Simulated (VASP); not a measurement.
## Re: single point with LDA

Re:

```
CELL_PARAMETERS angstrom
-1.51401 1.51401 1.51401
1.51401 -1.51401 1.51401
1.51401 1.51401 -1.51401
ATOMIC_POSITIONS crystal
Re 0.00000 0.00000 0.00000
```

This isn't the form of Re at room conditions, which is hcp.

```yaml
Program: VASP 6.6.1
Task: single point
Functional: LDA
Potentials_or_basis: VASP PAW LDA potentials, release 64 (Re)
Cutoff: 520 eV
k_mesh: 16 × 16 × 16
Occupations: fermi-dirac, width 0.1 eV
Spin: no spin polarisation
```

```
Pressure               : 20.2 GPa
Band gap on the k mesh : none (metal or under the smearing width)
```

Levels at points of the mesh, in eV from the Fermi level:
```
           k point  band 1  band 2  band 3  band 4  band 5  band 6  band 7
(0.00, 0.00, 0.00)  -11.11   -2.90   -2.90   -2.90    0.82    0.82   15.75
(0.50, 0.00, 0.00)   -7.99   -5.36    0.27    0.75    1.71    5.04   11.09
(0.50, 0.50, 0.50)   -7.73   -7.73    3.99    3.99    3.99    8.55    8.55
```

It took 28 s on 1 thread of Intel(R) Xeon(R) Platinum 8375C CPU @ 2.90GHz (Ice Lake), with other jobs on the host, peak memory 0.13 GiB.

Caveat: so large a pressure means that the cell lies far from this level's equilibrium, or that cutoff or potentials fall short. The run has no spin-orbit coupling, so splittings on Re are missing.
